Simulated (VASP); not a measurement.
# Sr4Ti3NbO12 (Im-3m) in VASP: a series of runs

The runs below take Sr4Ti3NbO12 through relaxation of cell and atoms, with PBEsol.

Program: VASP 6.6.1. These are calculated values, not measurements. Logs are shortened: lines on timing, memory, paths and dates and some standing lists are left out, and cuts for length are marked.

## Step 1: The structure

Symmetry: Im-3m, No. 229, cubic system. The conventional cell has a = 7.893 Å, b = 7.893 Å, c = 7.893 Å, α = 90.00°, β = 90.00°, γ = 90.00°. Sr (site symmetry -3m) is surrounded by 12 O at 2.79 Å. Around Nb (site symmetry m-3m) lie 6 O at 1.97 Å. Ti (site symmetry 4/mmm) has 6 O at 1.97 Å as nearest neighbours. Around O (site symmetry 4mm) lie 1 Nb at 1.97 Å and 1 Ti at 1.97 Å. Around O (site symmetry -4m2) lie 2 Ti at 1.97 Å.

The cell was built by a generator and needn't be a form met in nature.

## Step 2: Relaxation of cell and atoms, PBEsol

INCAR

```
SYSTEM = Sr4Ti3NbO12
PREC = Accurate
ENCUT = 600
EDIFF = 1E-6
ISMEAR = 0
SIGMA = 0.03
LREAL = .False.
LASPH = .True.
NELM = 80
ALGO = Normal
ISIF = 3
LWAVE = .False.
LCHARG = .False.
GGA = PS
IBRION = 2
NSW = 90
EDIFFG = -0.01
KPAR = 4
```

KPOINTS

```
Automatic mesh
0
Gamma
  6 6 6
  0 0 0
```

POSCAR

```
Sr4Ti3NbO12
1.0
   -3.9463824400      3.9463824400      3.9463824400
    3.9463824400     -3.9463824400      3.9463824400
    3.9463824400      3.9463824400     -3.9463824400
Sr Nb Ti O
4 1 3 12
Direct
    0.5000000000      0.5000000000      0.5000000000
    0.0000000000      0.0000000000      0.5000000000
    0.0000000000      0.5000000000      0.0000000000
    0.5000000000      0.0000000000      0.0000000000
    0.0000000000      0.0000000000      0.0000000000
    0.5000000000      0.5000000000      0.0000000000
    0.5000000000      0.0000000000      0.5000000000
    0.0000000000      0.5000000000      0.5000000000
    0.0000000000      0.2500000000      0.2500000000
    0.5000000000      0.7500000000      0.2500000000
    0.5000000000      0.2500000000      0.7500000000
    0.0000000000      0.7500000000      0.7500000000
    0.2500000000      0.0000000000      0.2500000000
    0.7500000000      0.5000000000      0.2500000000
    0.7500000000      0.0000000000      0.7500000000
    0.2500000000      0.5000000000      0.7500000000
    0.2500000000      0.2500000000      0.0000000000
    0.7500000000      0.7500000000      0.0000000000
    0.7500000000      0.2500000000      0.5000000000
    0.2500000000      0.7500000000      0.5000000000
```

Potentials or basis: VASP PAW PBE potentials, release 64 (Sr_sv, Nb_sv, Ti_sv, O).

On the command line:

```
cat potpaw_PBE.64/Sr_sv/POTCAR potpaw_PBE.64/Nb_sv/POTCAR potpaw_PBE.64/Ti_sv/POTCAR potpaw_PBE.64/O/POTCAR > POTCAR
mpirun -np 4 vasp_std > vasp.out
```

OUTCAR:

```text
SYSTEM = Sr4Ti3NbO12
   PREC = Accurate
   ENCUT = 600
   EDIFF = 1E-6
   ISMEAR = 0
   LREAL = .False.
   LASPH = .True.
   NELM = 80
   ISIF = 3
   GGA = PS
   IBRION = 2
   NSW = 90
   EDIFFG = -0.01

 ion  position               nearest neighbor table
   1  0.500  0.500  0.500-  12 2.79  15 2.79  13 2.79   9 2.79  11 2.79  16 2.79  18 2.79  19 2.79
                            20 2.79  17 2.79  10 2.79  14 2.79   5 3.42   6 3.42   6 3.42   7 3.42
   2  0.000  0.000  0.500-  11 2.79  16 2.79  14 2.79  10 2.79  15 2.79   9 2.79  17 2.79  19 2.79
                            20 2.79  18 2.79  12 2.79  13 2.79   5 3.42   5 3.42   6 3.42   8 3.42
   3  0.000  0.500  0.000-  10 2.79  13 2.79  15 2.79  11 2.79  14 2.79  16 2.79  17 2.79  18 2.79
                            20 2.79  19 2.79  12 2.79   9 2.79   5 3.42   8 3.42   6 3.42   5 3.42
   4  0.500  0.000  0.000-   9 2.79  14 2.79  16 2.79  12 2.79  10 2.79  15 2.79  17 2.79  18 2.79
                            19 2.79  20 2.79  11 2.79  13 2.79   5 3.42   7 3.42   6 3.42   6 3.42
   5  0.000  0.000  0.000-   9 1.97  12 1.97  13 1.97  15 1.97  17 1.97  18 1.97   3 3.42   4 3.42
                             1 3.42   2 3.42   2 3.42   3 3.42   4 3.42   1 3.42
   6  0.500  0.500  0.000-  10 1.97  11 1.97  14 1.97  16 1.97  17 1.97  18 1.97   3 3.42   4 3.42
                             1 3.42   2 3.42   1 3.42   4 3.42   3 3.42   2 3.42
   7  0.500  0.000  0.500-  10 1.97  11 1.97  13 1.97  15 1.97  19 1.97  20 1.97   3 3.42   4 3.42
                             1 3.42   2 3.42   4 3.42   1 3.42   2 3.42   3 3.42
   8  0.000  0.500  0.500-   9 1.97  12 1.97  14 1.97  16 1.97  19 1.97  20 1.97   3 3.42   4 3.42
                             1 3.42   2 3.42   3 3.42   2 3.42   1 3.42   4 3.42
   9  0.000  0.250  0.250-   5 1.97   8 1.97   1 2.79   4 2.79   3 2.79   2 2.79
  10  0.500  0.750  0.250-   6 1.97   7 1.97   2 2.79   3 2.79   4 2.79   1 2.79
  11  0.500  0.250  0.750-   6 1.97   7 1.97   3 2.79   2 2.79   4 2.79   1 2.79
  12  0.000  0.750  0.750-   5 1.97   8 1.97   4 2.79   1 2.79   2 2.79   3 2.79
  13  0.250  0.000  0.250-   5 1.97   7 1.97   1 2.79   3 2.79   4 2.79   2 2.79
  14  0.750  0.500  0.250-   6 1.97   8 1.97   2 2.79   4 2.79   3 2.79   1 2.79
  15  0.750  0.000  0.750-   5 1.97   7 1.97   3 2.79   1 2.79   4 2.79   2 2.79
  16  0.250  0.500  0.750-   6 1.97   8 1.97   4 2.79   2 2.79   1 2.79   3 2.79
  17  0.250  0.250  0.000-   5 1.97   6 1.97   4 2.79   1 2.79   3 2.79   2 2.79
  18  0.750  0.750  0.000-   5 1.97   6 1.97   4 2.79   2 2.79   3 2.79   1 2.79
  19  0.750  0.250  0.500-   7 1.97   8 1.97   3 2.79   1 2.79   2 2.79   4 2.79
  20  0.250  0.750  0.500-   7 1.97   8 1.97   4 2.79   1 2.79   2 2.79   3 2.79

  LATTYP: Found a body centered cubic cell.
 ALAT       =     7.8927648800

  Lattice vectors:

 A1 = (  -3.9463824400,   3.9463824400,   3.9463824400)
 A2 = (   3.9463824400,  -3.9463824400,   3.9463824400)
 A3 = (   3.9463824400,   3.9463824400,  -3.9463824400)

Analysis of symmetry for initial positions (statically):
=====================================================================
 Subroutine PRICEL returns:
 Original cell was already a primitive cell.

 Routine SETGRP: Setting up the symmetry group for a
 body centered cubic supercell.

 Subroutine GETGRP returns: Found 48 space group operations
 (whereof 48 operations were pure point group operations)
 out of a pool of 48 trial point group operations.

The static configuration has the point symmetry O_h .

Analysis of symmetry for dynamics (positions and initial velocities):
=====================================================================
 Subroutine PRICEL returns:
 Original cell was already a primitive cell.

 Routine SETGRP: Setting up the symmetry group for a
 body centered cubic supercell.

 Subroutine GETGRP returns: Found 48 space group operations
 (whereof 48 operations were pure point group operations)
 out of a pool of 48 trial point group operations.

The dynamic configuration has the point symmetry O_h .

 Subroutine INISYM returns: Found 48 space group operations
 (whereof 48 operations are pure point group operations),
 and found     1 'primitive' translations

----------------------------------------------------------------------------------------

                                     Primitive cell

  volume of cell :     245.8428

  direct lattice vectors                    reciprocal lattice vectors
    -3.946382440  3.946382440  3.946382440     0.000000000  0.126698314  0.126698314
     3.946382440 -3.946382440  3.946382440     0.126698314  0.000000000  0.126698314
     3.946382440  3.946382440 -3.946382440     0.126698314  0.126698314  0.000000000

  length of vectors
     6.835334892  6.835334892  6.835334892     0.179178473  0.179178473  0.179178473

[... 64 lines left out ...]
     0.000000000  0.000000000  0.000000000

 Subroutine IBZKPT returns following result:
 ===========================================

 Found     16 irreducible k-points:

 Following reciprocal coordinates:
            Coordinates               Weight
  0.000000  0.000000  0.000000      1.000000
  0.166667  0.000000  0.000000     12.000000
  0.333333  0.000000  0.000000     12.000000
  0.500000  0.000000  0.000000      6.000000
  0.166667  0.166667  0.000000     24.000000
  0.333333  0.166667  0.000000     48.000000
[... 8 lines left out ...]
  0.500000  0.500000  0.333333     12.000000
  0.500000  0.500000  0.500000      1.000000
   k-points           NKPTS =     16   k-points in BZ     NKDIM =     16   number of bands    NBANDS=     96
   number of dos      NEDOS =    301   number of ions     NIONS =     20
   total plane-waves  NPLWV = 175616
   dimension x,y,z NGX =    56 NGY =   56 NGZ =   56
   dimension x,y,z NGXF=   112 NGYF=  112 NGZF=  112
   ions per type =               4   1   3  12
   NGX,Y,Z   is equivalent  to a cutoff of  13.62, 13.62, 13.62 a.u.
   NGXF,Y,Z  is equivalent  to a cutoff of  27.24, 27.24, 27.24 a.u.
 SYSTEM =  Sr4Ti3NbO12
   PREC   = accura    normal or accurate (medium, high low for compatibility)
   ISTART =      0    job   : 0-new  1-cont  2-samecut
   ICHARG =      2    charge: 1-file 2-atom 10-const
   ISPIN  =      1    spin polarized calculation?
   LNONCOLLINEAR =      F non collinear calculations
   LSORBIT =      F    spin-orbit coupling
   LASPH  =      T    aspherical Exc in radial PAW
   ENCUT  =  600.0 eV  44.10 Ry    6.64 a.u.  13.65 13.65 13.65*2*pi/ulx,y,z
   NELM   =     80;   NELMIN=  2; NELMDL= -5     # of ELM steps
   EDIFF  = 0.1E-05   stopping-criterion for ELM
   LREAL  =      F    real-space projection
   EDIFFG = -.1E-01   stopping-criterion for IOM
   NSW    =     90    number of steps for IOM
   IBRION =      2    ionic relax: 0-MD 1-quasi-New 2-CG
   NFREE  =      1    steps in history (QN), initial steepest desc. (CG)
   ISIF   =      3    stress and relaxation
   ISYM   =      2    0-nonsym 1-usesym 2-fastsym
   POTIM  = 0.5000    time-step for ionic-motion
   TEBEG  =    0.0;   TEEND  =   0.0 temperature during run
   PSTRESS=    0.0 pullay stress
   NELECT =     161.0000    total number of electrons
   NUPDOWN=      -1.0000    fix difference up-down
   EMIN   =  10.00;   EMAX   =-10.00  energy-range for DOS
   EFERMI =   0.00;   METHOD = LEGACY
   ISMEAR =     0;   SIGMA  =   0.03  broadening in eV -4-tet -1-fermi 0-gaus
   EFERMI_NEDOS =   21; number of points for ismear=-14 and -15
   IALGO  =     38    algorithm
   IMIX   =      4    mixing-type and parameters
     AMIX     =   0.40;   BMIX     =  1.00
     AMIX_MAG =   1.60;   BMIX_MAG =  1.00
  volume/ion in A,a.u.               =      12.29        82.95
  Fermi-wavevector in a.u.,A,eV,Ry     =   1.421666  2.686559 27.499206  2.021135
  Thomas-Fermi vector in A             =   2.542452
   LORBIT       =      0    0 simple, 1 ext, 2 COOP (PROOUT), +10 PAW based schemes
   GGA     = PS    functional components
   LHFCALC =     F    Hartree Fock is set to
   AEXX    =    0.0000 exact exchange contribution
   IVDW    =     0    specifies the selected vdW correction
   LEPSILON=     F    determine dielectric tensor
   LRPA    =     F    only Hartree local field effects (RPA)
 conjugate gradient relaxation of ions
 non-spin polarized calculation
 Gauss-broadening in eV      SIGMA  =   0.03
  energy-cutoff  :      600.00
  volume of cell :      245.84
 maximum number of plane-waves:      8247
 NGX is ok and might be reduce to    56
   NGX = 27   NGY = 27   NGZ = 27

--------------------------------------- Ionic step        1  -------------------------------------------

 number of electron     161.0000008 magnetization

 Free energy of the ion-electron system (eV)
  ---------------------------------------------------
  ext. energy  EPLUGINS =         0.00000000
  ---------------------------------------------------
  free energy    TOTEN  =      -169.38880314 eV

  energy without entropy =     -169.38513896  energy(sigma->0) =     -169.38697105

------------------------ aborting loop because EDIFF is reached ----------------------------------------

  FORCE on cell =-STRESS in cart. coord.  units (eV):
  Direction    XX          YY          ZZ          XY          YZ          ZX
  --------------------------------------------------------------------------------------
  -------------------------------------------------------------------------------------
  Total       -3.7866743     -3.7866743     -3.7866743      0.0000000      0.0000000      0.0000000
  in kB      -24.6780609    -24.6780609    -24.6780609      0.0000000      0.0000000      0.0000000
  external PRESSURE =     -24.6780609 kB  Pullay stress =       0.0000000 kB
[... 203 lines left out ...]
--------------------------------------- Ionic step        5  -------------------------------------------

 number of electron     160.9999986 magnetization

 Free energy of the ion-electron system (eV)
  ---------------------------------------------------
  ext. energy  EPLUGINS =         0.00000000
  ---------------------------------------------------
  free energy    TOTEN  =      -169.41922716 eV

  energy without entropy =     -169.41558992  energy(sigma->0) =     -169.41740854

 E-fermi :   6.5521     XC(G=0): -11.5240

 val. band max:        6.5476583565   @ k =   0.5000   0.5000   0.3333
 cond. band min:       6.6456577147   @ k =  -0.3333   0.5000   0.1667
 fundamental gap:      0.0979993582
 Fermi energy:         6.5521371498

 k-point     1 :       0.0000    0.0000    0.0000
  band No.  band energies     occupation
      1     -51.4859      2.00000
      2     -51.4836      2.00000
      3     -51.4836      2.00000
      4     -50.1645      2.00000
      5     -28.5636      2.00000
      6     -28.5231      2.00000
[... 1509 lines left out ...]
     91       9.1752      0.00000
     92       9.1752      0.00000
 [bands above 92 left out]

------------------------ aborting loop because EDIFF is reached ----------------------------------------

  FORCE on cell =-STRESS in cart. coord.  units (eV):
  Direction    XX          YY          ZZ          XY          YZ          ZX
  --------------------------------------------------------------------------------------
  -------------------------------------------------------------------------------------
  Total       -0.0148149     -0.0148149     -0.0148149      0.0000000     -0.0000000      0.0000000
  in kB       -0.0979448     -0.0979448     -0.0979448      0.0000000     -0.0000000      0.0000000
  external PRESSURE =      -0.0979448 kB  Pullay stress =       0.0000000 kB
[... 35 lines left out ...]
  FREE ENERGIE OF THE ION-ELECTRON SYSTEM (eV)
  ---------------------------------------------------
  free  energy   TOTEN  =      -169.4192271596 eV

  energy  without entropy=     -169.4155899207  energy(sigma->0) =     -169.41740854

 reached required accuracy - stopping structural energy minimisation
```

It took 7.3 min on 4 MPI ranks of Intel Xeon 6975P-C (Granite Rapids), shared host; peak memory 0.72 GiB.

What came out:

| Item | Value |
| --- | --- |
| Free energy | -169.4192 eV |
| Relaxed volume | 12.12 Å³/atom |
| Relaxed cell | a = 6.803 Å, b = 6.803 Å, c = 6.803 Å, α = 109.47°, β = 109.47°, γ = 109.47° |
| Space group after relaxing (to 0.05 Å) | Im-3m (No. 229) |
| Energy gained by relaxing | 1.5 meV/atom |
| Ionic steps | 5 |
| Pressure after relaxing | 0.0 GPa |
| Band gap on the k mesh | none (metal or under the smearing width) |

The path:
| step | energy change (eV) | largest force (eV/Å) | pressure (GPa) | volume (Å³) |
| --- | --- | --- | --- | --- |
| 1 | 0.0000 | 0.1621 | -2.47 | 245.84 |
| 2 | -0.0061 | 0.0015 | 2.48 | 239.17 |
| 3 | -0.0299 | 0.0822 | 0.09 | 242.28 |
| 4 | -0.0301 | 0.0605 | -0.07 | 242.39 |
| 5 | -0.0304 | 0.0001 | -0.01 | 242.34 |

Final structure:
```
Sr Nb Ti O
1.0
    -3.92756    3.92756    3.92756
     3.92756   -3.92756    3.92756
     3.92756    3.92756   -3.92756
Sr Nb Ti O
4 1 3 12
Direct
  0.50000 0.50000 0.50000
  0.00000 0.00000 0.50000
  0.00000 0.50000 0.00000
  0.50000 0.00000 0.00000
  0.00000 0.00000 0.00000
  0.50000 0.50000 0.00000
  0.50000 0.00000 0.50000
  0.00000 0.50000 0.50000
  0.00000 0.25079 0.25079
  0.50000 0.75000 0.25000
  0.50000 0.25000 0.75000
  0.00000 0.74921 0.74921
  0.25079 0.00000 0.25079
  0.75000 0.50000 0.25000
  0.74921 0.00000 0.74921
  0.25000 0.50000 0.75000
  0.25079 0.25079 0.00000
  0.74921 0.74921 0.00000
  0.75000 0.25000 0.50000
  0.25000 0.75000 0.50000
```

Levels at points of the mesh, in eV from the Fermi level:
| k point | band 78 | band 79 | band 80 | band 81 | band 82 | band 83 |
| --- | --- | --- | --- | --- | --- | --- |
| (0.00, 0.00, 0.00) | -2.53 | -2.53 | -2.53 | -0.37 | -0.37 | -0.37 |
| (0.50, 0.00, 0.00) | -3.07 | -3.03 | -2.84 | 0.72 | 0.80 | 0.89 |
| (0.50, 0.50, 0.50) | -2.43 | -2.43 | -2.43 | -0.15 | -0.15 | -0.15 |

Caveat: the PAW data sets were made with another functional, which shifts forces and pressure a little; an odd number of electrons without spin polarisation forces a metal; a magnetic or distorted state may lie lower; semilocal functionals often make such compounds metallic where correlation or magnetic order opens a gap, which also shifts bond lengths.

(Continued in part 2 of 2.)
